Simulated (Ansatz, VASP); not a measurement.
# Al11Ga7N18: VASP beside Ansatz, part 2 of 2

One calculation is typed for both programs; each brings its own data sets. How far apart do they land? The structure shown is frame 133 of Ansatz's trajectory.

VASP 6.6.1 and Ansatz 0.2.0.

So far: The starting structure; Ansatz: dynamics, PBE.

### 3. VASP: single point, PBE

Level of this step: PBE; plane waves and PAW (Al, N, Ga_d) (VASP).

The same cell, functional, mesh and smearing now go to VASP, with its own data sets.

Lines of VASP's logs that name or quote its potential files are left out, and so is its time.

INCAR

```
SYSTEM = Al11Ga7N18
PREC = Accurate
ENCUT = 520
EDIFF = 1E-06
NELM = 120
ISMEAR = 0
SIGMA = 0.05
LREAL = Auto
ALGO = Normal
GGA = PE
NBANDS = 264
LORBIT = 11
LWAVE = .FALSE.
LCHARG = .FALSE.
ISIF = 2
LASPH = .TRUE.
GGA_COMPAT = .FALSE.
EFERMI = MIDGAP
NCORE = 2
```

POSCAR

```
Al11Ga7N18
1.0
    9.4257000000      0.0000000000      0.0000000000
   -4.7128500000      8.1629000000      0.0000000000
    0.0000000000      0.0000000000     10.1218000000
Al N Ga
22 36 14
Direct
    0.0091387069      0.0022786020      0.9845679622
    0.1063575537      0.2268679023      0.2433460452
    0.1136927289      0.2226537138      0.7499950602
    0.0074390483      0.3396709503      0.9998913237
    0.1165285462      0.5622634113      0.2424568753
    0.1101862802      0.5502578740      0.7521389476
    0.0059508546      0.6662828162      0.0029046217
    0.1062264872      0.9032451702      0.2476140607
    0.3425598271      0.0090531551      0.0020648501
    0.4455414127      0.2266228914      0.2560117766
    0.3309992230      0.9954060444      0.5089806161
    0.4501787569      0.2262431244      0.7543223537
    0.3360480269      0.3419985544      0.0019956925
    0.4352584236      0.5441325999      0.2493034836
    0.4454778725      0.5470237293      0.7474559861
    0.4420318887      0.8946942876      0.2601414768
    0.3436847732      0.6755932328      0.4999802407
    0.7846443385      0.2348307587      0.7640340651
    0.6615041785      0.3315488368      0.0039222273
    0.7760389055      0.5514094256      0.2463593432
    0.7905635185      0.5659875779      0.7486415460
    0.6596520489      0.6604883069      0.4989231164
    0.1038577280      0.2155238947      0.0511272699
    0.0011597724      0.0112950055      0.3137584224
    0.1110622686      0.2221881929      0.5625382837
    0.9913357101      0.0083671244      0.8047185283
    0.1186164404      0.5642112485      0.0540220119
    0.0022000768      0.3374045989      0.3121974352
    0.1229891004      0.5763515417      0.5696714023
    0.0001788155      0.3280574306      0.8026734375
    0.1204385717      0.9035759350      0.0548222648
    0.9997696339      0.6726776023      0.3046493707
    0.1168783504      0.8958825907      0.5724871070
    0.0083987989      0.6553920788      0.8196862218
    0.4414668632      0.2294650186      0.0601276453
    0.3302986711      0.0033198986      0.3200320101
    0.4247832244      0.2114812138      0.5676065522
    0.3372019233      0.0051697313      0.8130767255
    0.4366938646      0.5571671832      0.0600782470
    0.3179869850      0.3344154651      0.2930012448
    0.4400370940      0.5651055385      0.5670335316
    0.3310847646      0.3305442919      0.8145586753
    0.4483328034      0.8897695672      0.0665691873
    0.3283428289      0.6576829313      0.2996305005
    0.4478915387      0.9003662914      0.5525795807
    0.3294600558      0.6565436303      0.8106759667
    0.7655399596      0.2141273322      0.0486474738
    0.6592672026      0.0113317571      0.3121381572
    0.7768194175      0.2277744429      0.5691477800
    0.6634139564      0.0029156305      0.8140943310
    0.7821277281      0.5500496147      0.0616194748
    0.6713227835      0.3307525512      0.3115157383
    0.7732739173      0.5468767227      0.5593570314
    0.6663527811      0.3374903527      0.8038491177
    0.7933160038      0.8810716780      0.0526783774
    0.6440354405      0.6457631479      0.3141733684
    0.7753092317      0.8867314312      0.5479460175
    0.6724802038      0.6767447843      0.8046197317
    0.9979578349      0.9859853728      0.5039123476
    0.9974458501      0.3350892452      0.5024106384
    0.0072103925      0.6615663551      0.4942401549
    0.1154354795      0.8914478923      0.7543223537
    0.3351190204      0.3301890260      0.5026773894
    0.3417460917      0.6788028764      0.9973324903
    0.4445888072      0.8893898002      0.7518623170
    0.6649735390      0.9952345367      0.0057796044
    0.7705323342      0.2138210685      0.2470509198
    0.6712484488      0.0204094133      0.4987650418
    0.6703682620      0.3260850923      0.4996542117
    0.6606333901      0.6494015607      0.9975399632
    0.7712798132      0.8880299893      0.2485131103
    0.7711629838      0.8998272673      0.7395226146
```

KPOINTS

```
Automatic mesh
0
Gamma
1 1 1
0 0 0
```

Potentials, in the order of the species: Al, N and Ga_d (PBE family, release 64).

Run with:

```console
$ mpirun -np 8 vasp_gam
```

Numbers of over 12 decimals in the logs are rounded to 6 here.

Output:

```text
[banner, memory and clock lines left out]
running    8 mpi-ranks, on    1 nodes
[...]
LDA part: xc-table for (Slater+PW92), standard interpolation
 POSCAR, INCAR and KPOINTS ok, starting setup
[...]
entering main loop
       N       E                     dE             d eps       ncg     rms          rms(c)
DAV:   1     0.909291939430E+04    0.90929E+04   -0.16199E+05   592   0.266E+03
DAV:   2     0.223176602694E+04   -0.68612E+04   -0.63478E+04   528   0.826E+02
DAV:   3    -0.224066923105E+03   -0.24558E+04   -0.22746E+04   728   0.319E+02
DAV:   4    -0.552653087001E+03   -0.32859E+03   -0.32323E+03   704   0.128E+02
[...]
DAV:  17    -0.487748996609E+03   -0.63570E-05   -0.53571E-05   672   0.415E-02    0.118E-02
DAV:  18    -0.487748998514E+03   -0.19056E-05   -0.20694E-05   648   0.235E-02    0.986E-03
DAV:  19    -0.487748999374E+03   -0.85931E-06   -0.33524E-06   440   0.193E-02
   1 F= -.48774900E+03 E0= -.48774900E+03  d E =0.000000E+00
```

From OUTCAR (step 3):

```text
 POSITION                                       TOTAL-FORCE (eV/Angst)
 -----------------------------------------------------------------------------------
      0.07540      0.01860      9.96560        -1.110494     -0.186278      1.308349
     -0.06670      1.85190      2.46310        -0.581684     -0.920706      0.059178
      0.02230      1.81750      7.59130        -0.081826      0.261771     -0.454400
     -1.53070      2.77270     10.12070        -0.632679     -0.773993     -0.734190
     -1.55150      4.58970      2.45410        -0.776508     -0.620665      0.558857
     -1.55470      4.49170      7.61300         0.895519      0.264666      0.118815
     -3.08400      5.43880      0.02940        -0.755540      1.056712      0.091519
     -3.25560      7.37310      2.50630         1.143603     -0.629611     -0.120946
      3.18620      0.07390      0.02090        -0.221322     -0.467244      0.155114
      3.13150      1.84990      2.59130        -0.681370     -0.362197     -0.449932
     -1.57130      8.12540      5.15180        -1.348299      1.009798     -0.799758
      3.17700      1.84680      7.63510        -0.954042     -0.300728     -0.209818
      1.55570      2.79170      0.02020        -0.815454     -1.063588     -0.103832
      1.53820      4.44170      2.52340        -0.660491      1.731983     -0.843676
[...]
-----------------------------------------------------------------------------------
    total drift:                               -0.007802     -0.007790      0.008237

  FREE ENERGIE OF THE ION-ELECTRON SYSTEM (eV)
  ---------------------------------------------------
  free  energy   TOTEN  =      -487.7489993738 eV

  energy  without entropy=     -487.7489993738  energy(sigma->0) =     -487.74899937
```

The run ends at a pressure of 6.11 GPa, with forces up to 3.3 eV/Å.

### 4. Comparison

Known differences besides the potentials themselves: the cutoff is 420 eV in Ansatz and 520 eV in VASP (PREC = Accurate, projectors in real space). Total energies have different zeros and are not compared.

Forces on 8 of the 72 atoms, those with the largest forces and the largest differences (eV/Å; atoms numbered as in POSCAR):

| atom | Ansatz x, y, z | VASP x, y, z |
| --- | --- | --- |
| N33 | 0.814, -1.676, -1.785 | 0.806, -1.654, -1.777 |
| N40 | 2.542, -1.317, 1.636 | 2.551, -1.320, 1.618 |
| N44 | 0.153, 1.960, 1.846 | 0.157, 1.967, 1.853 |
| N47 | 1.233, 2.531, 0.827 | 1.233, 2.521, 0.810 |
| N48 | 0.831, -2.946, -0.299 | 0.815, -2.896, -0.312 |
| Ga61 | -2.051, 1.174, 0.289 | -2.016, 1.158, 0.299 |
| Ga67 | 1.055, 2.706, -1.351 | 1.037, 2.660, -1.320 |
| Ga69 | -2.447, 0.826, 0.393 | -2.412, 0.822, 0.401 |

The forces differ by 11 meV/Å r.m.s., which is 1.1 % of the r.m.s. force of 1.019 eV/Å (both taken over all components).

### 5. Outcome

```json
{
 "r.m.s. force difference (single point, PBE)": "1.1 % of the r.m.s. force"
}
```

What this shows: The r.m.s. force difference is 1.1 % of the r.m.s. force (single point, PBE), within the 3 % picked in this series as the mark of a large difference. 2 further runs of this series are not shown here. Such differences can come from data sets, numerical settings and the points named under the comparisons, not from the functional's error against experiment.

[Lines on the potential files, build, host, timing and source positions are cut from VASP's logs without a mark.]

[Logs are printed without paths, hosts, clocks, repeated set-up lines and the standing remarks that a program may print on its own settings, such as how far it seeks lower states.]

[Hosts, paths, dates, database ids (printed as entryN), source tags and the programs' standing remarks are cut or masked in the printed files.]
